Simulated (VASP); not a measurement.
Crystal: Hf.

```
Hf
1.0
     3.19670    0.00000    0.00000
    -1.59835    2.76842    0.00000
     0.00000    0.00000    5.05780
Hf
2
Direct
  0.33333 0.66667 0.25000
  0.66667 0.33333 0.75000
```

```yaml
Program: VASP 6.6.1
Task: relaxation of cell and atoms
Functional: PBEsol
Potentials_or_basis: VASP PAW PBE potentials, release 64 (Hf_pv)
Cutoff: 600 eV
k_mesh: 15 × 15 × 7
Occupations: methfessel-paxton, width 0.1 eV
Spin: no spin polarisation
```

At the start: pressure -4.2 GPa; volume 22.38 Å³/atom.

How do energy, volume and symmetry change on relaxing?

Over 3 steps the energy falls by 11.6 meV/atom and the volume is 21.53 Å³/atom (-3.8 %); space group P6_3/mmc (No. 194, to 0.05 Å).

Step by step:
```tsv
step	energy change (eV)	largest force (eV/Å)	pressure (GPa)	volume (Å³)
1	0.0000	0.0000	-4.21	44.76
2	0.0123	0.0000	5.92	41.06
3	-0.0232	0.0000	-0.05	43.06
```

Final structure:
```yaml
crystal:
  lattice:
    - [3.15667, 0.00000, 0.00000]
    - [-1.57834, 2.73376, 0.00000]
    - [0.00000, 0.00000, 4.99036]
  atoms:
    - { symbol: Hf, position: [0.33333, 0.66667, 0.25000] }
    - { symbol: Hf, position: [0.66667, 0.33333, 0.75000] }
```

Caveat: the PAW data sets were made with another functional, which shifts forces and pressure a little.
